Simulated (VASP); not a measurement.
Consider the following.

```
CELL_PARAMETERS angstrom
      2.84825     1.64444     2.33556
     -2.84825     1.64444     2.33556
      0.00000    -3.28888     2.33556
ATOMIC_POSITIONS crystal
  Ba 0.98730 0.00401 0.02187
  Ti 0.51548 0.52287 0.49945
  O  0.48178 0.94661 0.47888
  O  0.49370 0.49772 0.96831
  O  0.99283 0.49987 0.50257
```

Calculation: LDA (Ceperley-Alder, Perdew-Zunger), VASP's LDA PAW potentials (set 64) (plane waves; VASP 6.6.1). Settings: 400 eV cut-off, 5×5×5 Γ-centred mesh, Gaussian smearing of 0.010 eV, potentials Ba_sv Ti_sv O.

At this cut-off the stress carries a Pulay error, which pulls relaxed volumes low.

Question: Which forces act on the atoms, in eV/Å?

Answer: 
```
atom      Fx      Fy      Fz
----  ------  ------  ------
Ba1    0.279   0.729  -0.165
Ti2    0.872  -1.210  -0.544
O3    -1.736   1.253   1.548
O4     0.467  -0.761   0.079
O5     0.117  -0.010  -0.917
```

Question: Give the stress tensor in GPa (positive for a compressed cell).

Answer: 
```
-4.89  -3.32  -4.40
-3.32  -7.46   2.62
-4.40   2.62  -7.64
```
The pressure is its mean diagonal, -6.66 GPa.

The structure comes from a computed database's BaTiO3 entry; how it stands against other phases isn't given here. The cell was not relaxed at this level.
